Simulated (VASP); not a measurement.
**Driving VASP from ASE on CoSi2**

Do ASE scripts that read CoSi2 from different structure formats give one answer, and do several routes find one equilibrium volume? All runs use LDA. Left out of this account: 1 further run (fields: a reference on another mesh). The start is a cell from a database of measured crystal structures.

Calculated with VASP 6.6.1; LDA, spin-polarised from a ferromagnetic start (one magnetic atom a cell); plane waves and PAW (Co, Si), in the first sound run; inputs show where later runs differ.

## (1) The starting structure

It takes space group Fm-3m (No. 225, cubic). The conventional cell has a = 5.365 Å, b = 5.365 Å, c = 5.365 Å, α = 90.00°, β = 90.00°, γ = 90.00°. Co has 8 Si at 2.32 Å nearest. Nearest to Si lie 4 Co at 2.32 Å. Farther neighbours are not listed.

## (2) Total energy, forces and stress (LDA, through ASE)

A single point through ASE, with the structure read from an extended xyz file.

The input, run.py:

```python
import numpy as np
from ase.calculators.vasp import Vasp
from ase.io import read
from ase.dft.bandgap import bandgap

atoms = read('CoSi2.xyz')

calc = Vasp(
    xc='lda',
    pp='LDA',
    prec='Accurate',
    encut=400,
    ediff=1e-06,
    nelm=100,
    ismear=-1,
    sigma=0.05,
    lreal=False,
    algo='Normal',
    nbands=18,
    ispin=2,
    lasph=True,
    lmaxmix=4,
    lorbit=11,
    lwave=False,
    lcharg=False,
    kpar=4,
    isif=2,
    pp_version='64',
    setups={'Co': '', 'Si': ''},
    kpts=(10, 10, 10),
    gamma=True,
    txt='vasp.out',
    magmom=[2.0, 0.0, 0.0],
)
atoms.calc = calc

print("energy (eV):", round(atoms.get_potential_energy(), 6))
print("Fermi level (eV):", round(calc.get_fermi_level(), 4))
print("forces (eV/A):")
print(np.round(atoms.get_forces(), 4))
print("stress (GPa, Voigt, tension positive):", np.round(atoms.get_stress() * 160.21766, 3))
print("magnetic moment (muB):", round(atoms.get_magnetic_moment(), 3))
gap, p1, p2 = bandgap(calc, direct=False)
print("gap on the mesh (eV):", round(gap, 4))
```

The input, CoSi2.xyz:

```xyz
3
Lattice="0.0000000000 2.6825000000 2.6825000000 2.6825000000 0.0000000000 2.6825000000 2.6825000000 2.6825000000 0.0000000000" Properties=species:S:1:pos:R:3 pbc="T T T"
Co     0.0000000000      0.0000000000      0.0000000000
Si     1.3412500000      1.3412500000      1.3412500000
Si     4.0237500000      4.0237500000      4.0237500000
```

The projector-augmented-wave data sets are Co and Si (LDA family, release 64).

Launch:

```console
$ export ASE_VASP_COMMAND="mpirun -np 4 vasp_std"
$ python run.py
```

Output:

```text
energy (eV): -21.873878
Fermi level (eV): 9.9262
forces (eV/A):
[[ 0.  0.  0.]
 [-0.  0.  0.]
 [ 0. -0. -0.]]
stress (GPa, Voigt, tension positive): [ 9.257  9.257  9.257 -0.     0.     0.   ]
magnetic moment (muB): -0.0
gap on the mesh (eV): 0.0
```

Wall time 19 s (4 MPI ranks of Intel Xeon Platinum 8259CL at 2.50GHz (Skylake/Cascade Lake), shared host); peak memory 0.64 GiB.

The logs omit lines about the potential files and the build; timing stands in the text.

The INCAR that ASE wrote:

```
ENCUT = 400.000000
SIGMA = 0.050000
EDIFF = 1.00e-06
ALGO = Normal
PREC = Accurate
ISIF = 2
ISMEAR = -1
ISPIN = 2
KPAR = 4
LMAXMIX = 4
LORBIT = 11
NBANDS = 18
NELM = 100
MAGMOM = 1*2.0000 2*0.0000
LASPH = .TRUE.
LCHARG = .FALSE.
LWAVE = .FALSE.
LREAL = .FALSE.
```

The KPOINTS that ASE wrote:

```
KPOINTS created by Atomic Simulation Environment
0
Gamma
10 10 10
0 0 0
```

VASP's own log, vasp.out:

```text
[banner, memory and clock lines left out]
running    4 mpi-ranks, on    1 nodes
 distrk:  each k-point on    1 cores,    4 groups
 distr:  one band on    1 cores,    1 groups

 POSCAR found type information on POSCAR CoSi
 POSCAR found :  2 types and       3 ions
 LDA part: xc-table for (Slater(with rela. corr.)+CA(PZ))
 , standard interpolation
 POSCAR, INCAR and KPOINTS ok, starting setup
 FFT: planning ... GRIDC
 FFT: planning ... GRID_SOFT
 FFT: planning ... GRID
 WAVECAR not read
 entering main loop
       N       E                     dE             d eps       ncg     rms          rms(c)
DAV:   1     0.531934303763E+02    0.53193E+02   -0.56400E+03  3424   0.730E+02
DAV:   2    -0.196105332507E+02   -0.72804E+02   -0.64223E+02  3590   0.171E+02
DAV:   3    -0.229100257317E+02   -0.32995E+01   -0.32081E+01  4350   0.410E+01
DAV:   4    -0.229664047391E+02   -0.56379E-01   -0.56262E-01  4052   0.500E+00
DAV:   5    -0.229680799626E+02   -0.16752E-02   -0.16750E-02  4234   0.906E-01    0.160E+01
DAV:   6    -0.271120495763E+02   -0.41440E+01   -0.19410E+01  3608   0.927E+01    0.188E+01
DAV:   7    -0.219320608423E+02    0.51800E+01   -0.96254E+00  4190   0.732E+01    0.341E+00
DAV:   8    -0.219159089856E+02    0.16152E-01   -0.64194E-01  4080   0.487E+00    0.206E+00
DAV:   9    -0.218786469881E+02    0.37262E-01   -0.73060E-02  4030   0.453E+00    0.757E-01
DAV:  10    -0.218780961853E+02    0.55080E-03   -0.37338E-03  4730   0.506E-01    0.326E-01
DAV:  11    -0.218776875483E+02    0.40864E-03   -0.49713E-04  4562   0.355E-01    0.141E-01
DAV:  12    -0.218777091070E+02   -0.21559E-04   -0.11324E-04  4558   0.120E-01    0.462E-02
DAV:  13    -0.218777023835E+02    0.67235E-05   -0.11868E-05  4662   0.428E-02    0.149E-02
DAV:  14    -0.218777012964E+02    0.10870E-05   -0.58568E-07  2086   0.962E-03    0.411E-03
DAV:  15    -0.218777013839E+02   -0.87420E-07   -0.36994E-07  2070   0.485E-03
   1 F= -.21877701E+02 E0= -.21873878E+02  d E =-.764773E-02  mag=     0.0000
```

From OUTCAR (step 2):

```text
ion  position               nearest neighbor table
   1  0.000  0.000  0.000-   3 2.32   3 2.32   3 2.32   2 2.32   3 2.32   2 2.32   2 2.32   2 2.32

  LATTYP: Found a face centered cubic cell.
 ALAT       =     5.3650000000

 Subroutine GETGRP returns: Found 48 space group operations
 (whereof 48 operations were pure point group operations)

The static configuration has the point symmetry O_h .

 Found     47 irreducible k-points:

   k-points           NKPTS =     47   k-points in BZ     NKDIM =     47   number of bands    NBANDS=     18

   dimension x,y,z NGX =    28 NGY =   28 NGZ =   28
   dimension x,y,z NGXF=    56 NGYF=   56 NGZF=   56

   ENCUT  =  400.0 eV  29.40 Ry    5.42 a.u.   6.19  6.19  6.19*2*pi/ulx,y,z

   NELECT =      17.0000    total number of electrons

 k-points in reciprocal lattice and weights: KPOINTS created by Atomic Simulation Env
   0.00000000  0.00000000  0.00000000       0.001
   0.10000000  0.00000000  0.00000000       0.008
   0.20000000  0.00000000  0.00000000       0.008
   0.30000000  0.00000000  0.00000000       0.008
   0.40000000  0.00000000  0.00000000       0.008
   0.50000000  0.00000000  0.00000000       0.004
   0.10000000  0.10000000  0.00000000       0.006
   0.20000000  0.10000000  0.00000000       0.024
   0.30000000  0.10000000  0.00000000       0.024
[...]
-0.30000000  0.40000000  0.20000000       0.024
  -0.30000000  0.50000000  0.20000000       0.012

 average (electrostatic) potential at core
       1 -78.1019       2 -81.1219       3 -81.1219

 E-fermi :   9.9262

 spin component 1
 k-point     1 :       0.0000    0.0000    0.0000
  band No.  band energies     occupation
    ...
      2       5.8542      1.00000
      3       5.8542      1.00000
      4       5.8542      1.00000
      5       8.0318      1.00000
      6       8.0318      1.00000
      7      10.5478      0.00000
      8      13.3143      0.00000
      9      13.3143      0.00000
     10      13.3143      0.00000
     11      13.3912      0.00000
    ...

 k-point     2 :       0.1000    0.0000    0.0000
  band No.  band energies     occupation
    ...
      2       5.4844      1.00000
      3       5.9078      1.00000
      4       5.9078      1.00000
      5       7.9881      1.00000
      6       7.9881      1.00000
      7      10.6388      0.00000
      8      11.7236      0.00000
      9      12.4565      0.00000
     10      12.4565      0.00000
     11      14.2358      0.00000
    ...

 k-point     3 :       0.2000    0.0000    0.0000
  band No.  band energies     occupation
    ...
      3       6.0488      1.00000
      4       6.0488      1.00000
      5       7.9071      1.00000
      6       7.9071      1.00000
      7       9.6402      0.99673
      8      11.5746      0.00000
      9      11.5746      0.00000
     10      11.7952      0.00000
     11      14.0647      0.00000
     12      14.0647      0.00000
    ...

 k-point     4 :       0.3000    0.0000    0.0000
  band No.  band energies     occupation
    ...
      3       6.2138      1.00000
      4       6.2138      1.00000
      5       7.9122      1.00000
      6       7.9122      1.00000
      7       8.5575      1.00000
      8      10.6813      0.00000
      9      10.6813      0.00000
     10      12.3231      0.00000
     11      13.6332      0.00000
     12      13.6332      0.00000
    ...

 k-point     5 :       0.4000    0.0000    0.0000
  band No.  band energies     occupation
    ...
      5       7.9249      1.00000
      6       8.1002      1.00000
      7       8.1002      1.00000
      8       9.8833      0.70216
      9       9.8833      0.70216
     10      12.5285      0.00000
     11      13.4024      0.00000
     12      13.4024      0.00000
     13      14.1511      0.00000
     14      19.0403      0.00000
    ...

 k-point     6 :       0.5000    0.0000    0.0000
  band No.  band energies     occupation
    ...
      5       7.7218      1.00000
      6       8.2896      1.00000
      7       8.2896      1.00000
      8       9.4847      0.99985
      9       9.4847      0.99985
     10      12.5407      0.00000
     11      13.3329      0.00000
     12      13.3329      0.00000
     13      14.1676      0.00000
     14      20.2606      0.00000
    ...

  Total       -2.2305440     -2.2305440     -2.2305440     -0.0000000      0.0000000     -0.0000000
  in kB      -92.5704091    -92.5704091    -92.5704091     -0.0000000      0.0000000     -0.0000000
  external PRESSURE =     -92.5704091 kB  Pullay stress =       0.0000000 kB

  energy-cutoff  :      400.00
  volume of cell :       38.61
      direct lattice vectors                 reciprocal lattice vectors
     0.000000000  2.682500000  2.682500000    -0.186393290  0.186393290  0.186393290
     2.682500000  0.000000000  2.682500000     0.186393290 -0.186393290  0.186393290
     2.682500000  2.682500000  0.000000000     0.186393290  0.186393290 -0.186393290

 POSITION                                       TOTAL-FORCE (eV/Angst)
 -----------------------------------------------------------------------------------
      0.00000      0.00000      0.00000         0.000000      0.000000      0.000000
      1.34125      1.34125      1.34125        -0.000000      0.000000      0.000000
      4.02375      4.02375      4.02375         0.000000     -0.000000     -0.000000
 -----------------------------------------------------------------------------------
    total drift:                               -0.000000     -0.000000      0.000000

  FREE ENERGIE OF THE ION-ELECTRON SYSTEM (eV)
  ---------------------------------------------------
  free  energy   TOTEN  =       -21.8777013839 eV

  energy  without entropy=      -21.8700536551  energy(sigma->0) =      -21.87387752

 total charge
# of ion       s       p       d       tot
------------------------------------------
    1        0.540   0.712   7.611   8.863
    2        0.724   0.875   0.000   1.599
    3        0.724   0.875   0.000   1.599
--------------------------------------------------
tot          1.988   2.462   7.611  12.061

 magnetization (x)
# of ion       s       p       d       tot
------------------------------------------
    1       -0.000  -0.000  -0.000  -0.000
    2       -0.000   0.000   0.000  -0.000
    3       -0.000   0.000   0.000  -0.000
--------------------------------------------------
tot         -0.000   0.000  -0.000  -0.000

[... 5 further parts left out ...]
```

The moments of the start collapse, so the state is non-magnetic; other starts or orders were not tried. At this level the cell is under a tension of 9.3 GPa, so at these settings it is away from equilibrium.

Numbers from this step:

| Property | Result |
| --- | --- |
| SCF cycles | 15 |
| electrons | 17 |
| bands | 18 |
| irreducible k-points | 47 |
| symmetry operations | 48 |
| free energy (TOTEN) | -21.88 eV |
| energy at zero smearing | -21.87 eV |
| Fermi energy | 9.926 eV |
| pressure | -9.257 GPa |
| metallic | yes |

The spin moment in the PAW sphere vanishes on all atoms.

The pressure is -9.26 GPa and the largest force 0.000 eV/Å, so the cell is not at a minimum at these settings.

(Part 1 of 4 ends here.)

[Lines on the potential files, build, host, timing and source positions are cut from VASP's logs without a mark.]

[Logs are printed without paths, hosts, clocks, repeated set-up lines and the standing remarks that a program may print on its own settings, such as how far it seeks lower states.]

[Hosts, paths, dates, database ids (printed as entryN), source tags and the programs' standing remarks are cut or masked in the printed files.]

[A measured line is paired with the nearest computed mode of its activity, which favours agreement.]
